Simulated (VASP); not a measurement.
Here is the system:

KTaO3 has the cubic space group Pm-3m (No. 221), the cubic perovskite structure, Pearson symbol cP5. Conventional cell: a = 3.9948 Å, b = 3.9948 Å, c = 3.9948 Å, α = 90.00°, β = 90.00°, γ = 90.00°. K on 1a sees 12 O at 2.825 Å (cuboctahedral). Ta on 1b is surrounded by 6 O at 1.997 Å (octahedral). O on 3c sees 2 Ta at 1.997 Å and 4 K at 2.825 Å (octahedral). (Neighbours: up to the widest gap in distance over summed covalent radii, below 1.35, at either atom; cation-cation and far metal-metal contacts left out.)

Method: AM05 GGA, VASP's PBE PAW potentials (set 64) (plane waves; VASP). Settings: 520 eV cut-off, 6×6×6 Γ-centred mesh, Gaussian smearing of 0.050 eV, potentials K_sv Ta_pv O.

Give the energy at these volumes per atom, relative to the lowest: 11.97, 12.35, 12.74, 13.12, 13.50 Å³.

33.0, 8.1, 0.0, 6.3, 24.7 meV/atom. A third-order Birch-Murnaghan fit gives B0 = 199 GPa and B0′ = 4.5.

Measured: bulk modulus 220 GPa (computed value off by -9.6 %), as given by S. Tinte et al., Physical review. B, Condensed matter (1998), arXiv:cond-mat/9809379. The calculation is for a static lattice, while the measured bulk modulus holds thermal and zero-point effects, which are part of the difference.

The compound is KTaO3 in the cubic perovskite structure. It was relaxed first.
